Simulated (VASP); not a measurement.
Calculation: PBE GGA with D3 dispersion (zero damping), VASP's PBE PAW potentials (set 64) (plane waves; VASP).

The input files of a VASP run:

### INCAR
```
! general
SYSTEM   =  Eu
PREC     =  Accurate
ENCUT    =  520
LREAL    =  .FALSE.
LASPH    =  .TRUE.

! electronic loop
EDIFF    =  1E-7
NELM     =  100
ALGO     =  Normal
LMAXMIX  =  6

! smearing
ISMEAR   =  -5

! functional
GGA      =  PE
IVDW     =  11

! ions
ISIF     =  2

! output
LWAVE    =  .FALSE.
LCHARG   =  .TRUE.
LORBIT   =  11
NEDOS    =  601
```

File POSCAR:
```
Eu
1
   -2.1850208043     2.1850208043     2.1850208043
    2.1850208043    -2.1850208043     2.1850208043
    2.1850208043     2.1850208043    -2.1850208043
Eu
1
Direct
  0.0000000000   0.0000000000   0.0000000000
```

### KPOINTS
```
Automatic mesh
0
Gamma
13 13 13
0 0 0
```

POTCAR, in this order: Eu_2 (PBE.64 set). Program: vasp_std.

Output of the run:

**OSZICAR**
```
       N       E                     dE             d eps       ncg     rms          rms(c)
DAV:   1     0.114988802797E+02    0.11499E+02   -0.39393E+03  1400   0.847E+02
DAV:   2    -0.164277046713E+01   -0.13142E+02   -0.13055E+02  1952   0.114E+02
DAV:   3    -0.183022899483E+01   -0.18746E+00   -0.18264E+00  1704   0.102E+01
DAV:   4    -0.183327959780E+01   -0.30506E-02   -0.30394E-02  2240   0.160E+00
DAV:   5    -0.183328921044E+01   -0.96126E-05   -0.95084E-05  1792   0.731E-02    0.720E+00
DAV:   6    -0.184728624901E+01   -0.13997E-01   -0.15764E-03  2048   0.463E-01    0.429E+00
DAV:   7    -0.185564898787E+01   -0.83627E-02   -0.36988E-03  1928   0.665E-01    0.598E-02
DAV:   8    -0.185568459828E+01   -0.35610E-04   -0.11985E-04  2272   0.921E-02    0.183E-02
DAV:   9    -0.185569621495E+01   -0.11617E-04   -0.90011E-06  2104   0.260E-02    0.621E-03
DAV:  10    -0.185569853494E+01   -0.23200E-05   -0.13746E-06  2056   0.918E-03    0.141E-03
DAV:  11    -0.185569874084E+01   -0.20590E-06   -0.24038E-08  1160   0.146E-03    0.463E-04
DAV:  12    -0.185569899354E+01   -0.25270E-06   -0.53445E-09   856   0.716E-04    0.947E-05
DAV:  13    -0.185569897939E+01    0.14157E-07   -0.69037E-10   744   0.369E-04
   1 F= -.20783312E+01 E0= -.20783312E+01  d E =0.000000E+00
```

### OUTCAR
```
------------------------ aborting loop because EDIFF is reached ----------------------------------------
 Edisp (eV)   -0.22263
  FORCE on cell =-STRESS in cart. coord.  units (eV):
  Direction    XX          YY          ZZ          XY          YZ          ZX
  --------------------------------------------------------------------------------------
  Total       0.04590     0.04590     0.04590     0.00000     0.00000     0.00000
  in kB       1.76243     1.76243     1.76243     0.00000     0.00000     0.00000
  external pressure =        1.76 kB  Pullay stress =        0.00 kB
  volume of cell :       41.73
      direct lattice vectors                 reciprocal lattice vectors
    -2.185020804  2.185020804  2.185020804     0.000000000  0.228830773  0.228830773
     2.185020804 -2.185020804  2.185020804     0.228830773  0.000000000  0.228830773
     2.185020804  2.185020804 -2.185020804     0.228830773  0.228830773  0.000000000
 POSITION                                       TOTAL-FORCE (eV/Angst)
 -----------------------------------------------------------------------------------
      0.00000      0.00000      0.00000        -0.000000     -0.000000     -0.000000
 -----------------------------------------------------------------------------------
    total drift:                                0.000000      0.000000      0.000000
  FREE ENERGIE OF THE ION-ELECTRON SYSTEM (eV)
  ---------------------------------------------------
  free  energy   TOTEN  =        -2.0783312074 eV

  energy  without entropy=       -2.0783312074  energy(sigma->0) =       -2.07833121

 total charge

# of ion       s       p       d       tot
------------------------------------------
    1        0.466   6.288   0.501   7.255
```
(Selected blocks of OUTCAR.)

The 4f electrons are frozen in the core of the lanthanide potential, so 4f levels, which can set the real gap, and their magnetism are missing. For a metal the tetrahedron method with Blöchl corrections gives inexact stress and forces.

The compound is Eu in the bcc structure. It was relaxed first, which changed the volume by -13 %.
